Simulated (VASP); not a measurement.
The system is HPbNO4.

```
H Pb N O
1.0
     4.20407    0.00000    0.00000
     2.02172    3.83952    0.00000
     2.04686    1.27900    6.28132
H Pb N O
1 1 1 4
Direct
  0.89145 0.68202 0.62796
  0.14426 0.92872 0.88352
  0.25670 0.28861 0.30171
  0.83108 0.65056 0.78405
  0.38694 0.22380 0.11295
  0.31104 0.03576 0.45856
  0.07726 0.60633 0.32275
```

The cell was built by a generator and needn't be a form met in nature.

Program: VASP 6.6.1. Alike in all runs: potentials or basis VASP PAW PBE potentials, release 64 (H, Pb_d, N, O); no spin polarisation; cell as given; cutoff (eV) 520.

Task: Order these runs on this cell by their band gap on the k mesh, lowest first.
A. level PBE; k mesh 7 × 7 × 5; smearing fermi-dirac 0.05 eV; mesh quality not flagged
B. level r2SCAN0; k mesh 4 × 4 × 3; smearing tetrahedron; grid for exact exchange (PRECFOCK) Fast; exchange at q = 0 truncated; mesh quality coarse
C. level r2SCAN-EpsX; k mesh 4 × 4 × 3; smearing tetrahedron; grid for exact exchange (PRECFOCK) Fast; exchange at q = 0 default; share of exact exchange 0.2898; mesh quality coarse
D. level PBE0; k mesh 4 × 4 × 3; smearing tetrahedron; grid for exact exchange (PRECFOCK) Fast; exchange at q = 0 default; mesh quality coarse
E. level B3LYP; k mesh 4 × 4 × 3; smearing tetrahedron; grid for exact exchange (PRECFOCK) Fast; exchange at q = 0 default; mesh quality coarse

Result: A (2.79 eV), E (4.57 eV), D (5.04 eV), B (5.27 eV), C (5.61 eV).

Caveats: some runs use coarse meshes; the standard files for N, O and F lose accuracy on very short bonds; spin-orbit coupling is left out, which as a rule narrows the gap of such compounds by several tenths of an eV; an odd mesh through Γ misses points on the zone boundary, where band edges often lie (some runs).

Not every run made on this cell is shown here.
